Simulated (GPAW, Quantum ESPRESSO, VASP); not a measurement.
## OsTi (Pm-3m, 2 atoms in the cell) computed with different codes at matched settings

Self-consistent single point.

```xyz
2
Lattice="3.0846 0.0000 0.0000 0.0000 3.0846 0.0000 0.0000 0.0000 3.0846" Properties=species:S:1:pos:R:3 pbc="T T T"
Ti     1.5423     1.5423     1.5423
Os     0.0000     0.0000     0.0000
```

All programs got the same cell, k-point mesh and kind of occupations (in VASP's words: KPOINTS grid = 14 14 14; KPOINTS shift = 0 0 0; ISMEAR = 0; SIGMA = 0.1 eV); potentials, basis and cutoffs are each program's usual ones.

| code | model | pressure (GPa) | cutoff |
|---|---|---|---|
| VASP | PBEsol, VASP's PBE PAW potentials (set 64) | -6.37 | 300 eV |
| Quantum ESPRESSO | PBEsol, GBRV 1.5 ultrasoft (PBESOL) pseudopotentials | -5.86 | 50 Ry |
| GPAW | PBEsol, GPAW PAW datasets PBEsol (made by gpaw-setup) | -5.63 | 800 eV |

The spread over the programs that give each value: pressure within 0.74 GPa.

The starting cell comes from a database of computed structures (which also holds hypothetical and non-ambient phases and stackings), without a prior relaxation at this level. On VASP's run: Spin-orbit coupling is off. Spin polarisation is off. In the base run, with a pressure of about -6 GPa the cell is away from its equilibrium volume at this level.

Q: Why do the programs differ, and what cannot be compared?

A: Differences of this kind can come from the potentials, where these differ, and from what each basis and cutoff leave unconverged. The valence holds different numbers of electrons (VASP 20, Quantum ESPRESSO 28, GPAW 26). The zero of total energies and Fermi levels follows the potentials and each program's conventions, so they are not compared here.

VASP's run is marked for a possible Pulay error in its stress at this cutoff; no cutoff test was made.

Left out of this page: Ansatz, ABINIT, Elk, FLEUR and SIESTA (not drawn, or without a comparable value).
